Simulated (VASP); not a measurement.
Here is the system:

```yaml
crystal:
  lattice:
    - [0.00000, 2.18877, 2.18877]
    - [2.18877, 0.00000, 2.18877]
    - [2.18877, 2.18877, 0.00000]
  atoms:
    - { symbol: Al, position: [0.00000, 0.00000, 0.00000] }
    - { symbol: N, position: [0.25000, 0.25000, 0.25000] }
```

These are PBEsol GGA, VASP's PBE PAW potentials (set 64) (plane waves; VASP 6.6.1) values and carry that method's errors. Settings: 520 eV cut-off, 12×12×12 Γ-centred mesh, tetrahedra with Blöchl corrections, potentials Al N.

Problem. Tabulate the total density of states (states/eV per cell) against energy (eV; zero at the valence-band maximum or, without a gap, the Fermi level).

Solution. 
```
E (eV)  DOS (states/eV)
------  ---------------
-9.95              0.00
-9.71              0.00
-9.59              0.00
-9.35              0.00
-9.11              0.00
-8.87              0.00
-8.75              0.00
-8.51              0.00
-8.27              0.00
-8.03              0.00
-7.91              0.00
-7.67              0.00
-7.43              0.00
-7.19              0.00
-7.07              0.00
-6.83              0.00
-6.59              0.00
-6.35              0.00
-6.23              0.00
-5.99              0.00
-5.75              0.13
-5.51              0.30
-5.39              0.38
-5.15              0.53
-4.91              0.73
-4.67              1.49
-4.55              2.31
-4.31              1.23
-4.07              0.57
-3.83              0.33
-3.71              0.31
-3.47              0.56
-3.23              0.71
-2.99              0.74
-2.87              0.76
-2.63              0.80
-2.39              0.88
-2.15              1.05
-2.03              1.20
-1.79              1.55
-1.55              1.64
-1.31              1.67
-1.19              1.65
-0.95              1.78
-0.71              1.90
-0.47              1.61
-0.35              1.20
-0.11              0.65
0.13               0.00
0.37               0.00
0.49               0.00
0.73               0.00
0.97               0.00
1.21               0.00
1.33               0.00
1.57               0.00
1.81               0.00
2.05               0.00
2.17               0.00
2.41               0.00
2.65               0.00
2.89               0.00
3.01               0.00
3.25               0.00
3.49               0.05
3.73               0.08
3.85               0.09
4.09               0.13
4.33               0.16
4.57               0.21
4.69               0.23
4.93               0.28
5.17               0.34
5.41               0.42
5.53               0.47
5.77               0.61
6.01               0.76
6.25               0.81
6.37               0.79
6.61               0.76
```
Within 2 eV below the valence-band maximum the largest weight inside VASP's projection spheres is N p.

The compound is AlN in the zinc blende structure, a metastable form; wurtzite is the usual one. It was relaxed first.
